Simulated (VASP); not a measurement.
Computed with PW91 GGA, VASP's PBE PAW potentials (set 64) (plane waves; VASP).

VASP input:

**KPOINTS**
```
Automatic mesh
0
Gamma
7 7 7
0 0 0
```

File POSCAR:
```
Li2S
1
    0.0000000000     2.9121677241     2.9121677241
    2.9121677241     0.0000000000     2.9121677241
    2.9121677241     2.9121677241     0.0000000000
Li S
2 1
Direct
  0.2500000000   0.2500000000   0.2500000000
  0.7500000000   0.7500000000   0.7500000000
  1.0000000000   0.0000000000   0.0000000000
```

INCAR:
```
SYSTEM = Li2S
PREC = Accurate; ENCUT = 520; LREAL = .False.
LASPH = .True.
EDIFF = 1E-7; NELM = 100; ALGO = Normal
ISMEAR = 0; SIGMA = 0.05
GGA = 91
ISIF = 2
LWAVE = .False.; LCHARG = .False.
```

POTCAR, in this order: Li_sv S (PBE.64 set). Program: vasp_std.

Task: What will the output report for the number of irreducible k-points (NKPTS), largest plane-wave count, number of space-group operations, FFT grid (NGX, NGY, NGZ)?

Result: 
```
Property                                      Result
--------------------------------------  ------------
number of irreducible k-points (NKPTS)            20
largest plane-wave count                        1363
number of space-group operations                  48
FFT grid (NGX, NGY, NGZ)                32 × 32 × 32
```

The compound is Li2S in the antifluorite structure. This cell is one point of a volume scan, at 1.06 of the reference volume.
